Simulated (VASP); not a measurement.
Set up this calculation in VASP 6.6.1, as the native input.

```yaml
Task: density of states
Functional: LDA
Potentials_or_basis: VASP PAW LDA potentials, release 64 (Cu)
Cutoff: 520 eV
k_mesh: 20 × 20 × 20
Occupations: gaussian, width 0.1 eV
Spin: no spin polarisation
k_mesh_for_the_DOS: 30 × 30 × 30
Occupations_for_the_DOS: tetrahedron
Further_INCAR_settings: ALGO = Normal; EDIFF = 1e-07; NBANDS = 12
```

Crystal: Cu.

```xyz
1
Lattice="0.0000 1.7619 1.7619 1.7619 0.0000 1.7619 1.7619 1.7619 0.0000" Properties=species:S:1:pos:R:3 pbc="T T T"
Cu    0.0000    0.0000    0.0000
```

One way to write it, as run:

POSCAR

```
Cu                                      
1.0
   -0.0000000000      1.7618516133      1.7618516133
    1.7618516133     -0.0000000000      1.7618516133
    1.7618516133      1.7618516133     -0.0000000000
  Cu            
     1
Direct
     0.0000000000000000    0.0000000000000000    0.0000000000000000
```

INCAR.step1

```
SYSTEM = Cu
  PREC = Accurate
  ENCUT = 520
  EDIFF = 1E-7
  ISMEAR = 0
  SIGMA = 0.1
  LREAL = .FALSE.
  LASPH = .TRUE.
  NELM = 60
  ALGO = Normal
  ISIF = 2
  LWAVE = .FALSE.
  LCHARG = .TRUE.
  LMAXMIX = 4
  GGA = CA
  NBANDS = 12
```

KPOINTS.step1

```
regular mesh
0
G
  20 20 20
  0 0 0
```

INCAR.step2

```
SYSTEM = Cu
  PREC = Accurate
  ENCUT = 520
  EDIFF = 1E-7
  ISMEAR = -5
  SIGMA = 0.1
  LREAL = .FALSE.
  LASPH = .TRUE.
  NELM = 60
  ALGO = Normal
  ISIF = 2
  LWAVE = .FALSE.
  LCHARG = .FALSE.
  LMAXMIX = 4
  GGA = CA
  LORBIT = 11
  NBANDS = 12
  NEDOS = 2001
  ICHARG = 11
```

KPOINTS.step2

```
regular mesh
0
G
  30 30 30
  0 0 0
```

Potentials or basis: VASP PAW LDA potentials, release 64 (Cu).

Launch:

```sh
$ cat potpaw_LDA.64/Cu/POTCAR > POTCAR
$ cp INCAR.step1 INCAR
$ cp KPOINTS.step1 KPOINTS
$ mpirun -np 1 vasp_std > vasp.out
$ cp INCAR.step2 INCAR
$ cp KPOINTS.step2 KPOINTS
$ mpirun -np 1 vasp_std > vasp.out
```

Results of the run:

The valence electrons inside the program's atomic spheres are Cu 10.11.

Run time: 45 s on 1 thread of AMD EPYC 9R45 96-Core Processor (Zen 5), with other jobs on the host, peak memory 0.17 GiB.
